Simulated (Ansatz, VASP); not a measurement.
# Two plane-wave programs on Tl2S

```xyz
3
Lattice="0.0000 3.6639 3.6639 3.6639 0.0000 3.6639 3.6639 3.6639 0.0000" Properties=species:S:1:pos:R:3 pbc="T T T"
S     0.0000    0.0000    0.0000
Tl    1.8319    1.8319    1.8319
Tl    5.4958    5.4958    5.4958
```

The cell comes from a database or a generator and needn't be the stable form of this composition.

Alike in both runs: task single point; functional LDA; k mesh 4 × 4 × 4; occupations gaussian, width 0.05 eV; no spin polarisation.

```csv
,VASP,Ansatz
version,VASP 6.6.1,Ansatz 0.2.0
potentials or method,"VASP PAW LDA potentials, release 64 (S, Tl_d)","scalar-relativistic, plane waves, PAW"
plane-wave cutoff (eV),520,420
valence electrons in the cell,32,32
```

|  | VASP | Ansatz | Ansatz less VASP |
| --- | --- | --- | --- |
| gap on the k mesh at the Fermi level (eV) | 0.45 | 0.46 | +0.007 |
| least direct gap on the mesh (eV) | 0.66 | 0.65 | -0.016 |
| pressure (GPa) | -3.2 | -3.2 | -0.01 |

Caveats: spin-orbit coupling is left out, which as a rule narrows the gap of such compounds by several tenths of an eV. A k mesh can miss the band edges. As with any semilocal functional, this LDA gap is likely too small.
